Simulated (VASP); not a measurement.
# GW-BSE spectrum of CaO (Lime)

Wanted: the lowest vertical excitons of CaO (Lime) and its absorption. The cell is of the rock-salt type, one of the forms listed for this formula. The start is a cell from a database of measured crystal structures.

Method: PBE; plane waves and PAW (Ca_sv_GW, O_GW), in the first sound run; inputs show where later runs differ, in VASP 6.6.1.

### Step 1. Set-up

It takes space group Fm-3m (No. 225, cubic). The conventional cell has a = 4.813 Å, b = 4.813 Å, c = 4.813 Å, α = 90.00°, β = 90.00°, γ = 90.00°. Ca has 6 O at 2.41 Å nearest. Nearest to O lie 6 Ca at 2.41 Å. Farther neighbours and most contacts between anions are not listed.

Coordinates:

```xyz
2
Lattice="0.0000 2.4065 2.4065 2.4065 0.0000 2.4065 2.4065 2.4065 0.0000" Properties=species:S:1:pos:R:3 pbc="T T T"
Ca    0.0000    0.0000    0.0000
O     2.4065    2.4065    2.4065
```

### Step 2. Ground state

The orbitals come from a self-consistent PBE run with a tight EDIFF and a narrow smearing. KPOINTS_OPT adds the bands along a path, which shows whether the mesh holds the band edges.

File INCAR:

```
SYSTEM = CaO
PREC = Accurate
ENCUT = 440
EDIFF = 1E-08
NELM = 100
ISMEAR = 0
SIGMA = 0.01
LREAL = .FALSE.
ALGO = Normal
GGA = PE
NBANDS = 14
LORBIT = 11
LWAVE = .TRUE.
LCHARG = .FALSE.
KPAR = 8
```

File POSCAR:

```
CaO
1.0
    0.0000000000      2.4065000000      2.4065000000
    2.4065000000      0.0000000000      2.4065000000
    2.4065000000      2.4065000000      0.0000000000
Ca O
1 1
Direct
    0.0000000000      0.0000000000      0.0000000000
    0.5000000000      0.5000000000      0.5000000000
```

File KPOINTS:

```
Automatic mesh
0
Gamma
10 10 10
0 0 0
```

File KPOINTS_OPT:

```
Line mode
12
Line-mode
Reciprocal
  0.00000000   0.00000000   0.00000000 GAMMA
  0.50000000   0.00000000   0.50000000 X

  0.50000000   0.00000000   0.50000000 X
  0.50000000   0.25000000   0.75000000 W

  0.50000000   0.25000000   0.75000000 W
  0.37500000   0.37500000   0.75000000 K

  0.37500000   0.37500000   0.75000000 K
  0.00000000   0.00000000   0.00000000 GAMMA

  0.00000000   0.00000000   0.00000000 GAMMA
  0.50000000   0.50000000   0.50000000 L

  0.50000000   0.50000000   0.50000000 L
  0.62500000   0.25000000   0.62500000 U

  0.62500000   0.25000000   0.62500000 U
  0.50000000   0.25000000   0.75000000 W

  0.50000000   0.25000000   0.75000000 W
  0.50000000   0.50000000   0.50000000 L

  0.50000000   0.50000000   0.50000000 L
  0.37500000   0.37500000   0.75000000 K

  0.62500000   0.25000000   0.62500000 U
  0.50000000   0.00000000   0.50000000 X
```

PAW data sets: Ca_sv_GW and O_GW (PBE family, release 64).

Launch:

```console
mpirun -np 8 vasp_std
```

Log:

```text
[banner, memory and clock lines left out]
running    8 mpi-ranks, on    1 nodes
 distrk:  each k-point on    1 cores,    8 groups
 distr:  one band on    1 cores,    1 groups

 POSCAR found type information on POSCAR CaO
 POSCAR found :  2 types and       2 ions
|                                                                             |
|           W    W    AA    RRRRR   N    N  II  N    N   GGGG   !!!           |
|           W    W   A  A   R    R  NN   N  II  NN   N  G    G  !!!           |
|           W    W  A    A  R    R  N N  N  II  N N  N  G       !!!           |
|           W WW W  AAAAAA  RRRRR   N  N N  II  N  N N  G  GGG   !            |
|           WW  WW  A    A  R   R   N   NN  II  N   NN  G    G                |
|           W    W  A    A  R    R  N    N  II  N    N   GGGG   !!!           |
|                                                                             |
|     For optimal performance we recommend to set                             |
|       NCORE = 2 up to number-of-cores-per-socket                            |
|     NCORE specifies how many cores store one orbital (NPAR=cpu/NCORE).      |
|     This setting can greatly improve the performance of VASP for DFT.       |
|     The default, NCORE=1 might be grossly inefficient on modern             |
|     multi-core architectures or massively parallel machines. Do your        |
|     Unfortunately you need to use the default for GW and RPA                |
|     calculations (for HF NCORE is supported but not extensively tested      |
|     yet).                                                                   |
|                                                                             |

 LDA part: xc-table for (Slater+PW92), standard interpolation
 POSCAR, INCAR and KPOINTS ok, starting setup
 FFT: planning ... GRIDC
 FFT: planning ... GRID_SOFT
 FFT: planning ... GRID
 WAVECAR not read
 entering main loop
       N       E                     dE             d eps       ncg     rms          rms(c)
DAV:   1     0.166400973031E+03    0.16640E+03   -0.68614E+03  1332   0.104E+03
DAV:   2    -0.697924213476E+01   -0.17338E+03   -0.15349E+03  1706   0.439E+02
DAV:   3    -0.215903998489E+02   -0.14611E+02   -0.14202E+02  2154   0.133E+02
DAV:   4    -0.218564077913E+02   -0.26601E+00   -0.26578E+00  1640   0.172E+01
DAV:   5    -0.218605381803E+02   -0.41304E-02   -0.41283E-02  1950   0.225E+00    0.127E+01
DAV:   6    -0.179735348089E+02    0.38870E+01   -0.11053E+01  2232   0.444E+01    0.148E+01
DAV:   7    -0.178407248872E+02    0.13281E+00   -0.59140E-01  1596   0.932E+00    0.733E+00
DAV:   8    -0.177708682752E+02    0.69857E-01   -0.19282E-01  1766   0.613E+00    0.135E+00
DAV:   9    -0.177714118242E+02   -0.54355E-03   -0.12681E-02  2126   0.187E+00    0.292E-01
DAV:  10    -0.177712103275E+02    0.20150E-03   -0.51505E-03  1752   0.112E+00    0.771E-02
DAV:  11    -0.177711592953E+02    0.51032E-04   -0.28678E-04  1634   0.311E-01    0.334E-02
DAV:  12    -0.177711812997E+02   -0.22004E-04   -0.75660E-05  1728   0.113E-01    0.380E-02
DAV:  13    -0.177711787797E+02    0.25200E-05   -0.11464E-05  2160   0.560E-02    0.228E-02
DAV:  14    -0.177711789060E+02   -0.12637E-06   -0.54845E-07  2006   0.123E-02    0.527E-03
DAV:  15    -0.177711791830E+02   -0.27696E-06   -0.72032E-08  1442   0.339E-03    0.294E-03
DAV:  16    -0.177711791389E+02    0.44072E-07   -0.15546E-08  1196   0.179E-03    0.188E-03
DAV:  17    -0.177711791082E+02    0.30708E-07   -0.23434E-09   736   0.680E-04    0.185E-04
DAV:  18    -0.177711791056E+02    0.26178E-08   -0.84035E-10   730   0.393E-04
   1 F= -.17771179E+02 E0= -.17771179E+02  d E =-.430152E-44
 Start KPOINTS_OPT (optional k-point list driver)
k-point batch [1-47\120]
       N       E                     dE             ncg
DAV:   1     0.190145119745E+04   -0.21553E+05     1316
DAV:   2    -0.620563838316E+04   -0.81071E+04     1510
DAV:   3    -0.700237869511E+04   -0.79674E+03     2204
DAV:   4    -0.702228618107E+04   -0.19907E+02     1700
DAV:   5    -0.702258077937E+04   -0.29460E+00     1894
DAV:   6    -0.702258870588E+04   -0.79265E-02     1666
DAV:   7    -0.702258884075E+04   -0.13488E-03     1928
DAV:   8    -0.702258884412E+04   -0.33633E-05     1710
DAV:   9    -0.702258884417E+04   -0.55967E-07     1600
DAV:  10    -0.702258884418E+04   -0.33997E-08      976
[...]
k-point batch [95-120\120]
       N       E                     dE             ncg
DAV:   1     0.140620078282E+05   -0.14734E+05      736
DAV:   2     0.965048873548E+04   -0.44115E+04      832
DAV:   3     0.924834181450E+04   -0.40215E+03     1220
DAV:   4     0.924088974201E+04   -0.74521E+01      908
DAV:   5     0.924071754406E+04   -0.17220E+00     1114
DAV:   6     0.924071481023E+04   -0.27338E-02      904
DAV:   7     0.924071471072E+04   -0.99509E-04     1126
DAV:   8     0.924071470917E+04   -0.15494E-05      892
DAV:   9     0.924071470913E+04   -0.44940E-07      928
DAV:  10     0.924071470913E+04   -0.21028E-08      586
 writing wavefunctions
```

It took 4.8 s on 8 MPI ranks of Intel Xeon 6975P-C (Granite Rapids), shared host; peak memory 1.2 GiB.

The logs omit lines about the potential files and the build; timing stands in the text.

From OUTCAR (step 2):

```text
ion  position               nearest neighbor table
   1  0.000  0.000  0.000-   2 2.41   2 2.41   2 2.41   2 2.41   2 2.41   2 2.41
   2  0.500  0.500  0.500-   1 2.41   1 2.41   1 2.41   1 2.41   1 2.41   1 2.41

  LATTYP: Found a face centered cubic cell.
 ALAT       =     4.8130000000

 Subroutine GETGRP returns: Found 48 space group operations
 (whereof 48 operations were pure point group operations)

The static configuration has the point symmetry O_h .

 Found     47 irreducible k-points:

   k-points           NKPTS =     47   k-points in BZ     NKDIM =     47   number of bands    NBANDS=     14

   dimension x,y,z NGX =    24 NGY =   24 NGZ =   24
   dimension x,y,z NGXF=    48 NGYF=   48 NGZF=   48

   ENCUT  =  440.0 eV  32.34 Ry    5.69 a.u.   5.82  5.82  5.82*2*pi/ulx,y,z

   NELECT =      16.0000    total number of electrons

 k-points in reciprocal lattice and weights: Automatic mesh
   0.00000000  0.00000000  0.00000000       0.001
   0.10000000  0.00000000  0.00000000       0.008
   0.20000000  0.00000000  0.00000000       0.008
   0.30000000  0.00000000  0.00000000       0.008
   0.40000000  0.00000000  0.00000000       0.008
   0.50000000  0.00000000  0.00000000       0.004
   0.10000000  0.10000000  0.00000000       0.006
   0.20000000  0.10000000  0.00000000       0.024
   0.30000000  0.10000000  0.00000000       0.024
[...]
-0.30000000  0.40000000  0.20000000       0.024
  -0.30000000  0.50000000  0.20000000       0.012

 average (electrostatic) potential at core
       1 -92.2567       2 -68.0019

 E-fermi :   4.6845

 k-point     1 :       0.0000    0.0000    0.0000
  band No.  band energies     occupation
    ...
      4     -13.8309      2.00000
      5     -10.9243      2.00000
      6       4.5890      2.00000
      7       4.5890      2.00000
      8       4.5890      2.00000
      9       9.2864      0.00000
     10      10.8150      0.00000
     11      10.8150      0.00000
     12      10.8150      0.00000
     13      12.3084      0.00000
    ...

 k-point     2 :       0.1000    0.0000    0.0000
  band No.  band energies     occupation
    ...
      4     -13.8368      2.00000
      5     -10.7818      2.00000
      6       4.2307      2.00000
      7       4.4511      2.00000
      8       4.4511      2.00000
      9       9.7409      0.00000
     10      10.7804      0.00000
     11      10.9840      0.00000
     12      10.9840      0.00000
     13      12.5457      0.00000
    ...

 k-point     3 :       0.2000    0.0000    0.0000
  band No.  band energies     occupation
    ...
      4     -13.8503      2.00000
      5     -10.4529      2.00000
      6       3.4669      2.00000
      7       4.1228      2.00000
      8       4.1228      2.00000
      9      10.6757      0.00000
     10      10.9056      0.00000
     11      11.4516      0.00000
     12      11.4516      0.00000
     13      13.1617      0.00000
    ...

  Total       -0.3067527     -0.3067527     -0.3067527     -0.0000000     -0.0000000      0.0000000
  in kB      -17.6324010    -17.6324010    -17.6324010     -0.0000000     -0.0000000      0.0000000
  external PRESSURE =     -17.6324010 kB  Pullay stress =       0.0000000 kB

  energy-cutoff  :      440.00
  volume of cell :       27.87
      direct lattice vectors                 reciprocal lattice vectors
     0.000000000  2.406500000  2.406500000    -0.207770621  0.207770621  0.207770621
     2.406500000  0.000000000  2.406500000     0.207770621 -0.207770621  0.207770621
     2.406500000  2.406500000  0.000000000     0.207770621  0.207770621 -0.207770621

 POSITION                                       TOTAL-FORCE (eV/Angst)
 -----------------------------------------------------------------------------------
      0.00000      0.00000      0.00000         0.000000      0.000000      0.000000
      2.40650      2.40650      2.40650        -0.000000     -0.000000     -0.000000
 -----------------------------------------------------------------------------------
    total drift:                                0.000000     -0.000000     -0.000000

  FREE ENERGIE OF THE ION-ELECTRON SYSTEM (eV)
  ---------------------------------------------------
  free  energy   TOTEN  =       -17.7711791056 eV

  energy  without entropy=      -17.7711791056  energy(sigma->0) =      -17.77117911

 total charge
# of ion       s       p       d       tot
------------------------------------------
    1        2.216   5.928   0.331   8.475
    2        1.534   3.413   0.000   4.947
--------------------------------------------------
tot          3.750   9.341   0.331  13.422

[... 3 further parts left out ...]
```

Numbers from this step:

* free energy (TOTEN): -17.77 eV
* Fermi energy: 4.684 eV
* pressure: -1.763 GPa
* least gap on mesh and path: 3.654 eV
* least direct gap on mesh and path: 4.034 eV

The highest empty bands on the path are converged less tightly, to about 0.1 eV. The electronic bands at the labelled points (eV, zero at the valence-band top; v1 is the highest filled band, c1 the lowest empty one):

```
          point     v3     v2     v1    c1    c2    c3    c4
              Γ   0.00   0.00   0.00  4.70  6.23  6.23  6.23
0.45 of the way  -1.58  -0.27  -0.27  4.89  6.38  7.81  7.81
              X  -1.31  -0.38  -0.38  3.65  8.02  8.87  9.51
0.45 of the way  -1.27  -0.78  -0.62  4.35  8.23  8.45  9.31
              W  -1.27  -1.07  -1.07  6.31  6.31  8.36  9.51
0.45 of the way  -1.30  -1.17  -0.89  5.52  7.24  8.42  9.37
              K  -1.33  -1.22  -0.78  5.14  7.97  8.53  9.02
0.45 of the way  -1.91  -0.99  -0.64  6.18  7.17  7.36  8.15
              Γ   0.00   0.00   0.00  4.70  6.23  6.23  6.23
0.45 of the way  -1.34  -0.57  -0.57  6.19  6.57  7.03  7.03
              L  -2.61  -1.18  -1.18  7.04  8.34  8.34  8.45
0.45 of the way  -2.23  -1.15  -1.07  6.67  7.32  8.49  9.06
              U  -1.33  -1.22  -0.78  5.14  7.97  8.53  9.02
0.45 of the way  -1.31  -1.19  -0.86  5.41  7.42  8.45  9.31
              W  -1.27  -1.07  -1.07  6.31  6.31  8.36  9.51
0.45 of the way  -1.95  -1.11  -1.03  6.68  6.72  8.82  8.84
              L  -2.61  -1.18  -1.18  7.04  8.34  8.34  8.45
0.45 of the way  -2.23  -1.15  -1.07  6.67  7.32  8.49  9.06
              K  -1.33  -1.22  -0.78  5.14  7.97  8.53  9.02
      jump to U  -1.33  -1.22  -0.78  5.14  7.97  8.53  9.02
0.45 of the way  -1.29  -0.75  -0.52  4.16  8.24  8.83  9.17
              X  -1.31  -0.38  -0.38  3.65  8.02  8.87  9.51
```

Of the projections kept (Ca, O), the largest for each band there; the rest of the weight can lie on other orbitals:

| point | v3 | v2 | v1 | c1 | c2 | c3 | c4 |
| --- | --- | --- | --- | --- | --- | --- | --- |
| Γ | O 0.99 | O 0.99 | O 0.99 | Ca 0.78 | Ca 1.00 | Ca 1.00 | Ca 1.00 |
| X | O 0.88 | O 0.96 | O 0.96 | Ca 1.00 | Ca 0.89 | Ca 1.00 | Ca 1.00 |
| W | O 0.82 | O 0.88 | O 0.88 | Ca 0.82 | Ca 0.82 | Ca 0.92 | Ca 1.00 |
| K | O 0.82 | O 0.87 | O 0.89 | Ca 0.86 | Ca 0.81 | Ca 0.89 | Ca 1.00 |
| Γ | O 0.99 | O 0.99 | O 0.99 | Ca 0.78 | Ca 1.00 | Ca 1.00 | Ca 1.00 |
| L | O 0.67 | O 0.83 | O 0.83 | Ca 0.68 | Ca 0.93 | Ca 0.93 | Ca 0.64 |

The electronic bands as a text plot (rows in eV, shown from -2.6 to 6.2 only):

```
    6.0 |++ +        ++      +++++++++       +              +
    5.7 |  +           +       +              +  +
    5.3 | + +           ++      +   +          ++            +
    4.9 |+          +            + +
    4.6 |    +                    +                           +
    4.2 |     +    +
    3.8 |      ++++                                            ++
    3.5 |
    3.1 |
    2.7 |
    2.4 |
    2.0 |
    1.6 |
    1.3 |
    0.9 |
    0.5 |
    0.1 |*                       **
   -0.2 |*********             *** ***                          *
   -0.6 | *       **         ****   * *                       ***
   -1.0 |  *        ************     * **   ***********   *****
   -1.3 |   *   **********               ***********  ***********
   -1.7 |    ***              *       *       *     *       *
   -2.1 |                 ****         *    **       *     *
   -2.4 |                               ****          *****
         Γ       X    W  K        Γ      L     U  W     L   K|U X
```

The cell has a gap of 3.65 eV on mesh and path.

### Step 3. Empty bands

ALGO = Exact makes the empty bands from the converged ground state in one step. LOPTICS writes the k-derivatives of the orbitals (WAVEDER), which give the long-wavelength limit of the screening.

File INCAR:

```
SYSTEM = CaO
PREC = Accurate
ENCUT = 440
ISMEAR = 0
SIGMA = 0.01
LREAL = .FALSE.
GGA = PE
NBANDS = 64
ALGO = Exact
NELM = 1
LWAVE = .TRUE.
LCHARG = .FALSE.
LOPTICS = .TRUE.
NEDOS = 1000
CSHIFT = 0.1
```

POSCAR is that of step 2.

KPOINTS is that of step 2.

Launch:

```console
mpirun -np 8 vasp_std
```

Log:

```text
[banner, memory and clock lines left out]
running    8 mpi-ranks, on    1 nodes
 distrk:  each k-point on    8 cores,    1 groups
 distr:  one band on    1 cores,    8 groups

 POSCAR found type information on POSCAR CaO
 POSCAR found :  2 types and       2 ions
 [... a notice as in an earlier step ...]

 LDA part: xc-table for (Slater+PW92), standard interpolation
 found WAVECAR, reading the header
  number of bands has changed, file:    14 present:    64
  trying to continue reading WAVECAR, but it might fail
 POSCAR, INCAR and KPOINTS ok, starting setup
 FFT: planning ... GRIDC
 FFT: planning ... GRID_SOFT
 FFT: planning ... GRID
 reading WAVECAR
 random initialization beyond band           14
 the WAVECAR file was read successfully
 initial charge from wavefunction
 entering main loop
       N       E                     dE             d eps       ncg     rms          rms(c)
DIA:   1    -0.177711791009E+02   -0.17771E+02    0.00000E+00     0   0.000E+00
   1 F= -.17771179E+02 E0= -.17771179E+02  d E =-.142601E-32
 writing wavefunctions
 optical routines
 imaginary and real dielectric function
 recalculating local potential from charge density
 direction            1
 direction            2
 direction            3
```

Elapsed: 6.6 s, on 8 MPI ranks; peak memory 1.3 GiB.

Parts of OUTCAR (step 3):

```text
The static configuration has the point symmetry O_h .

 Found     47 irreducible k-points:

   k-points           NKPTS =     47   k-points in BZ     NKDIM =     47   number of bands    NBANDS=     64

   NELECT =      16.0000    total number of electrons

 E-fermi :   4.6694

 k-point     1 :       0.0000    0.0000    0.0000
  band No.  band energies     occupation
    ...
      4     -13.8310      2.00000
      5     -10.9242      2.00000
      6       4.5890      2.00000
      7       4.5890      2.00000
      8       4.5890      2.00000
      9       9.2864      0.00000
     10      10.8150      0.00000
     11      10.8150      0.00000
     12      10.8150      0.00000
     13      12.3084      0.00000
    ...

 k-point     2 :       0.1000    0.0000    0.0000
  band No.  band energies     occupation
    ...
      4     -13.8368      2.00000
      5     -10.7818      2.00000
      6       4.2308      2.00000
      7       4.4511      2.00000
      8       4.4511      2.00000
      9       9.7409      0.00000
     10      10.7804      0.00000
     11      10.9840      0.00000
     12      10.9840      0.00000
     13      12.5457      0.00000
    ...

  Total       -0.3069780     -0.3069780     -0.3069780      0.0000000     -0.0000000      0.0000000
  in kB      -17.6453499    -17.6453499    -17.6453499      0.0000000     -0.0000000      0.0000000
  external PRESSURE =     -17.6453499 kB  Pullay stress =       0.0000000 kB

 POSITION                                       TOTAL-FORCE (eV/Angst)
 -----------------------------------------------------------------------------------
      0.00000      0.00000      0.00000        -0.000000     -0.000000     -0.000000
      2.40650      2.40650      2.40650         0.000000      0.000000      0.000000
 -----------------------------------------------------------------------------------
    total drift:                                0.000000     -0.000000     -0.000000

  FREE ENERGIE OF THE ION-ELECTRON SYSTEM (eV)
  ---------------------------------------------------
  free  energy   TOTEN  =       -17.7711791009 eV

  energy  without entropy=      -17.7711791009  energy(sigma->0) =      -17.77117910

 plasma frequency squared (from intraband transitions) (eV^2)
  --------------------------------------------------------------------------------------
       0.000      -0.000       0.000
      -0.000       0.000      -0.000
       0.000      -0.000       0.000

[... 8 parts as in an earlier step ...]

[... 4 further parts left out ...]
```

The gap is read on the k-mesh alone, so it is an upper bound where the band edges lie off the mesh.

This step gave:

```
gap on the k-mesh              : 3.654 eV
least direct gap on the k-mesh : 4.034 eV
```

WAVECAR now holds 64 bands for 16 electrons. Its independent-particle dielectric tensor has xx, yy, zz = 3.9, 3.9, 3.9 on this mesh, which isn't tested for convergence in mesh or bands and lacks local fields.

(Part 1 of 4 ends here.)

[Lines on the potential files, build, host, timing and source positions are cut from VASP's logs without a mark.]

[Logs are printed without paths, hosts, clocks, repeated set-up lines and the standing remarks that a program may print on its own settings, such as how far it seeks lower states.]

[Hosts, paths, dates, database ids (printed as entryN), source tags and the programs' standing remarks are cut or masked in the printed files.]

[Pressures printed for these runs are not shown converged in the cutoff: they can be off by several GPa and have the wrong sign.]
